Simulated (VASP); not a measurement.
Data:

```
Al2Pt
1.0
    0.00000     2.93184     2.93184
    2.93184     0.00000     2.93184
    2.93184     2.93184     0.00000
Al Pt
2 1
Cartesian
  1.46592   1.46592   1.46592
  4.39776   4.39776   4.39776
  0.00000   0.00000   0.00000
```

All values below come from rev-vdW-DF2, VASP's PBE PAW potentials (set 64) (plane waves; VASP). Numerical set-up: 520 eV cut-off, 9×9×9 Γ-centred mesh, first-order Methfessel-Paxton smearing of 0.10 eV, potentials Al Pt.

Unless said otherwise, spin-orbit coupling is left out, though it shifts the bands of the heavy elements here.

### Question
What does the run give for the energy per atom (σ→0), pressure, band gap (on the k-mesh) with the smallest direct gap where there is one?

### Answer

```yaml
band gap (on the k-mesh): none (metal, semimetal or under 0.01 eV)
energy per atom (σ→0): -3.990 eV/atom
pressure: 42.8 kbar
```

Only differences to runs with the same potentials and settings are physical.

The compound is PtAl2 in the fluorite structure. This cell is one point of a volume scan, at 0.97 of the reference volume.
